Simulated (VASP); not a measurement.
Energy against volume of Nb (bcc). Calculation: PBEsol GGA, VASP's PBE PAW potentials (set 64) (plane waves; VASP 6.6.1). Settings: 520 eV cut-off, 16×16×16 Γ-centred mesh, first-order Methfessel-Paxton smearing of 0.10 eV, potentials Nb_sv.

| V (Å³/atom) | E (eV/atom) |
|---|---|
| 16.959 | -10.94597 |
| 17.484 | -10.95478 |
| 18.008 | -10.94553 |
| 18.533 | -10.92099 |

Problem. Fit these four points and predict the energy of the run at 16.435 Å³/atom.

Solution. A cubic in V^(−2/3), the third-order Birch-Murnaghan form, passes through the four points with V0 = 17.46 Å³/atom and B0 = 184 GPa, and gives -10.9158 eV/atom there. The run gave -10.9155 eV/atom, +0.3 meV/atom from the fit; all five points give B0 = 185 GPa.

The compound is Nb in the bcc structure. It was relaxed first.
